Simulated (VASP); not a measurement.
Input:

```
SrO
1.0
    0.00000     2.58000     2.58000
    2.58000     0.00000     2.58000
    2.58000     2.58000     0.00000
Sr O
1 1
Direct
  0.00000   0.00000   0.00000
  0.50000   0.50000   0.50000
```

The numbers are results of G0W0 on PBE orbitals, VASP's PBE PAW potentials (set 64) (plane waves; VASP), not measurements. Run with PREC = Normal, 500 eV cut-off, 6×6×6 Γ-centred mesh, Gaussian smearing of 0.010 eV, potentials Sr_sv_GW O_GW_new.

The mesh is coarse and the basis finite, so the quasiparticle values are not converged.

NBANDS = 120, ENCUTGW = 180 eV, NOMEGA = 64. The PBE levels (eV) that the step starts from are:

```
state                             KS energy  filling
--------------------------------  ---------  -------
k1 (0.00, 0.00, 0.00), band 5        -10.54        2
k1 (0.00, 0.00, 0.00), band 6          3.45        2
k1 (0.00, 0.00, 0.00), band 7          3.45        2
k1 (0.00, 0.00, 0.00), band 8          3.45        2
k1 (0.00, 0.00, 0.00), band 9          7.38        0
k1 (0.00, 0.00, 0.00), band 10         9.69        0
k1 (0.00, 0.00, 0.00), band 11         9.69        0
k1 (0.00, 0.00, 0.00), band 12         9.69        0
k4 (0.50, 0.00, 0.00), band 5         -9.38        2
k4 (0.50, 0.00, 0.00), band 6          1.33        2
k4 (0.50, 0.00, 0.00), band 7          2.36        2
k4 (0.50, 0.00, 0.00), band 8          2.36        2
k4 (0.50, 0.00, 0.00), band 9         10.00        0
k4 (0.50, 0.00, 0.00), band 10        11.80        0
k4 (0.50, 0.00, 0.00), band 11        12.29        0
k4 (0.50, 0.00, 0.00), band 12        12.29        0
k15 (-0.33, 0.33, 0.17), band 5       -9.87        2
k15 (-0.33, 0.33, 0.17), band 6        2.16        2
k15 (-0.33, 0.33, 0.17), band 7        2.81        2
k15 (-0.33, 0.33, 0.17), band 8        2.87        2
k15 (-0.33, 0.33, 0.17), band 9        9.66        0
k15 (-0.33, 0.33, 0.17), band 10       9.78        0
k15 (-0.33, 0.33, 0.17), band 11      12.40        0
k15 (-0.33, 0.33, 0.17), band 12      13.52        0
```

Problem. Give the quasiparticle energies and renormalisation factors Z.

Solution. 
```csv
state,QP energy (eV),Z
"k1 (0.00, 0.00, 0.00), band 5",-12.78,0.79
"k1 (0.00, 0.00, 0.00), band 6",2.54,0.74
"k1 (0.00, 0.00, 0.00), band 7",2.54,0.74
"k1 (0.00, 0.00, 0.00), band 8",2.54,0.74
"k1 (0.00, 0.00, 0.00), band 9",7.97,0.83
"k1 (0.00, 0.00, 0.00), band 10",10.75,0.82
"k1 (0.00, 0.00, 0.00), band 11",10.75,0.82
"k1 (0.00, 0.00, 0.00), band 12",10.75,0.82
"k4 (0.50, 0.00, 0.00), band 5",-11.30,0.75
"k4 (0.50, 0.00, 0.00), band 6",0.15,0.73
"k4 (0.50, 0.00, 0.00), band 7",1.35,0.73
"k4 (0.50, 0.00, 0.00), band 8",1.35,0.73
"k4 (0.50, 0.00, 0.00), band 9",11.12,0.78
"k4 (0.50, 0.00, 0.00), band 10",12.31,0.80
"k4 (0.50, 0.00, 0.00), band 11",13.66,0.79
"k4 (0.50, 0.00, 0.00), band 12",13.66,0.79
"k15 (-0.33, 0.33, 0.17), band 5",-11.83,0.75
"k15 (-0.33, 0.33, 0.17), band 6",1.08,0.73
"k15 (-0.33, 0.33, 0.17), band 7",1.78,0.73
"k15 (-0.33, 0.33, 0.17), band 8",1.84,0.74
"k15 (-0.33, 0.33, 0.17), band 9",10.64,0.80
"k15 (-0.33, 0.33, 0.17), band 10",10.69,0.81
"k15 (-0.33, 0.33, 0.17), band 11",13.75,0.80
"k15 (-0.33, 0.33, 0.17), band 12",14.96,0.79
```
On the mesh the gap opens from 3.32 to 4.91 eV.

The compound is SrO in the rock salt structure. The cell was not relaxed at this level.
